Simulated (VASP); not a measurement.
Output of a VASP run:

### OSZICAR
```
       N       E                     dE             d eps       ncg     rms          rms(c)
DAV:   1     0.457003598841E+02    0.45700E+02   -0.57818E+03  3210   0.108E+03
DAV:   2    -0.454694541053E+00   -0.46155E+02   -0.43117E+02  3078   0.198E+02
DAV:   3    -0.836882291222E+00   -0.38219E+00   -0.38174E+00  3524   0.191E+01
DAV:   4    -0.837982625982E+00   -0.11003E-02   -0.11003E-02  3383   0.108E+00
DAV:   5    -0.837990392755E+00   -0.77668E-05   -0.77650E-05  3396   0.871E-02    0.776E+00
DAV:   6    -0.602935789285E+00    0.23505E+00   -0.81417E-01  3028   0.864E+00    0.504E+00
DAV:   7    -0.587695337185E+00    0.15240E-01   -0.54152E-02  3237   0.220E+00    0.252E+00
DAV:   8    -0.585481074877E+00    0.22143E-02   -0.11738E-03  3167   0.412E-01    0.185E-01
DAV:   9    -0.585477898994E+00    0.31759E-05   -0.46733E-06  3349   0.254E-02    0.904E-03
DAV:  10    -0.585482985869E+00   -0.50869E-05   -0.35636E-06  3193   0.259E-02    0.280E-03
DAV:  11    -0.585482923570E+00    0.62299E-07   -0.37070E-08  2549   0.196E-03
   1 F= -.58548292E+00 E0= -.58548292E+00  d E =0.000000E+00
```

### OUTCAR
```
------------------------ aborting loop because EDIFF is reached ----------------------------------------
  FORCE on cell =-STRESS in cart. coord.  units (eV):
  Direction    XX          YY          ZZ          XY          YZ          ZX
  --------------------------------------------------------------------------------------
  Total       -0.0020612     -0.0020612     -0.0020612     -0.0000000      0.0000000      0.0000000
  in kB       -0.1835542     -0.1835542     -0.1835542     -0.0000000      0.0000000      0.0000000
  external PRESSURE =      -0.1835542 kB  Pullay stress =       0.0000000 kB
  volume of cell :       17.99
      direct lattice vectors                 reciprocal lattice vectors
     0.000000000  2.079741563  2.079741563    -0.240414487  0.240414487  0.240414487
     2.079741563  0.000000000  2.079741563     0.240414487 -0.240414487  0.240414487
     2.079741563  2.079741563  0.000000000     0.240414487  0.240414487 -0.240414487
 POSITION                                       TOTAL-FORCE (eV/Angst)
 -----------------------------------------------------------------------------------
      0.00000      0.00000      0.00000         0.000000      0.000000      0.000000
 -----------------------------------------------------------------------------------
    total drift:                                0.000000      0.000000     -0.000000
  FREE ENERGIE OF THE ION-ELECTRON SYSTEM (eV)
  ---------------------------------------------------
  free  energy   TOTEN  =        -0.5854829236 eV

  energy  without entropy=       -0.5854829236  energy(sigma->0) =       -0.58548292

 total charge

# of ion       s       p       d       tot
------------------------------------------
    1        0.528   0.311   8.778   9.617
```
(Selected blocks of OUTCAR.)

File POSCAR:
```
Au
1
    0.0000000000     2.0797415631     2.0797415631
    2.0797415631     0.0000000000     2.0797415631
    2.0797415631     2.0797415631     0.0000000000
Au
1
Direct
  0.0000000000   0.0000000000   0.0000000000
```

Task: Reconstruct the remaining input files.

Result: Several could match; the one computed here: the input of the run itself, optB88-vdW, plane waves, VASP's PBE PAW potentials (set 64).

**KPOINTS**
```
Automatic mesh
0
Gamma
17 17 17
0 0 0
```

### INCAR
```
! general
SYSTEM    =  Au
PREC      =  Accurate
ENCUT     =  520
LREAL     =  .FALSE.
LASPH     =  .TRUE.

! electronic loop
EDIFF     =  1E-7
NELM      =  100
ALGO      =  Normal
LMAXMIX   =  6

! smearing
ISMEAR    =  -5

! functional
GGA       =  BO
LUSE_VDW  =  .TRUE.
AGGAC     =  0.0
PARAM1    =  0.1833333333
PARAM2    =  0.22

! ions
ISIF      =  2

! output
LWAVE     =  .FALSE.
LCHARG    =  .TRUE.
LORBIT    =  11
NEDOS     =  601
```

POTCAR, in this order: Au (PBE.64 set). Program: vasp_std.

For a metal the tetrahedron method with Blöchl corrections gives inexact stress and forces.

The compound is Au in the fcc structure. It was relaxed first, which changed the volume by +6 %.
